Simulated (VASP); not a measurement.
Wanted: the native input for a VASP 6.6.1 run.

| Item | Value |
| --- | --- |
| Task | single point |
| Functional | PBE |
| Potentials or basis | VASP PAW PBE potentials, release 64 (Li_sv, Mo_sv) |
| Cutoff | 520 eV |
| k mesh | 11 × 11 × 6 |
| Occupations | fermi-dirac, width 0.05 eV |
| Spin | no spin polarisation |
| Further INCAR settings | ALGO = Normal; EDIFF = 1e-07; NBANDS = 16 |

The structure of LiMo lies in POSCAR:

```
LiMo
1.0
    2.6734600000      0.0000000000      0.0000000000
   -1.3367300000      2.3152800000      0.0000000000
    0.0000000000      0.0000000000      5.0047100000
Li Mo
1 1
Direct
    0.0000000000      0.0000000000      0.0000000000
    0.3333300000      0.6666700000      0.5000000000
```

The cell was built by a generator and needn't be a form met in nature.

These files were run (other wordings do the same):

INCAR

```
SYSTEM = LiMo
PREC = Accurate
ENCUT = 520
EDIFF = 1E-7
ISMEAR = -1
SIGMA = 0.05
LREAL = .FALSE.
LASPH = .TRUE.
NELM = 80
ALGO = Normal
ISIF = 2
LWAVE = .FALSE.
LCHARG = .FALSE.
GGA = PE
NBANDS = 16
```

KPOINTS

```
Automatic mesh
0
G
  11 11 6
  0 0 0
```

Potentials or basis: VASP PAW PBE potentials, release 64 (Li_sv, Mo_sv).

The run is started by

```bash
$ cat potpaw_PBE.64/Li_sv/POTCAR potpaw_PBE.64/Mo_sv/POTCAR > POTCAR
$ mpirun -np 1 vasp_std > vasp.out
```

Results of the run:

| Property | Result |
| --- | --- |
| Band gap on the k mesh | none (metal or under the smearing width) |

Wall time 35 s on 1 thread of Intel(R) Xeon(R) Platinum 8488C (Sapphire Rapids), with other jobs on the host, peak memory 0.19 GiB.
